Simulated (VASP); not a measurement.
These are r2SCAN meta-GGA, VASP's PBE PAW potentials (set 64) (plane waves; VASP) values and carry that method's errors.

Input for VASP

### KPOINTS_OPT
```
k-points along high-symmetry lines
7
Line-mode
Reciprocal
  0.000000   0.000000   0.000000 ! GAMMA
  0.000000   0.000000   0.500000 ! X

  0.000000   0.000000   0.500000 ! X
 -0.500000   0.500000   0.500000 ! M

 -0.500000   0.500000   0.500000 ! M
  0.000000   0.000000   0.000000 ! GAMMA

  0.000000   0.000000   0.000000 ! GAMMA
  0.323971   0.323971  -0.323971 ! Z

 -0.323971   0.676029   0.323971 ! Z_0
 -0.500000   0.500000   0.500000 ! M

  0.000000   0.000000   0.500000 ! X
  0.250000   0.250000   0.250000 ! P

  0.250000   0.250000   0.250000 ! P
  0.000000   0.500000   0.000000 ! N

  0.000000   0.500000   0.000000 ! N
  0.000000   0.000000   0.000000 ! GAMMA
```

POSCAR:
```
Sn
1
   -2.9365621411     2.9365621411     1.5970834148
    2.9365621411    -2.9365621411     1.5970834148
    2.9365621411     2.9365621411    -1.5970834148
Sn
2
Direct
  0.7500000000   0.2500000000   0.5000000000
  0.0000000000   0.0000000000   0.0000000000
```

### INCAR
```
SYSTEM = Sn
PREC = Accurate
ENCUT = 400
EDIFF = 1E-7
NELM = 100
ALGO = Normal
LREAL = .FALSE.
LASPH = .TRUE.
ISMEAR = -5
METAGGA = R2SCAN
LMIXTAU = .TRUE.
LMAXMIX = 4
LWAVE = .FALSE.
LCHARG = .FALSE.
LORBIT = 11
NEDOS = 601
ISIF = 2
```

### KPOINTS
```
Automatic mesh
0
Gamma
14 14 14
0 0 0
```

POTCAR, in this order: Sn_d (PBE.64 set). Program: vasp_std.

**Question.** What will the output report for the number of irreducible k-points (NKPTS), number of bands (NBANDS), largest plane-wave count, number of space-group operations, FFT grid (NGX, NGY, NGZ)?

**Answer.** 
```yaml
number of irreducible k-points (NKPTS): 244
number of bands (NBANDS): 18
largest_plane_wave_count: 1021
number_of_space_group_operations: 16
FFT grid (NGX, NGY, NGZ): 30 × 30 × 30
```

The structure comes from a computed database's Sn entry (I4_1/amd); how it stands against other phases isn't given here. It was relaxed first.
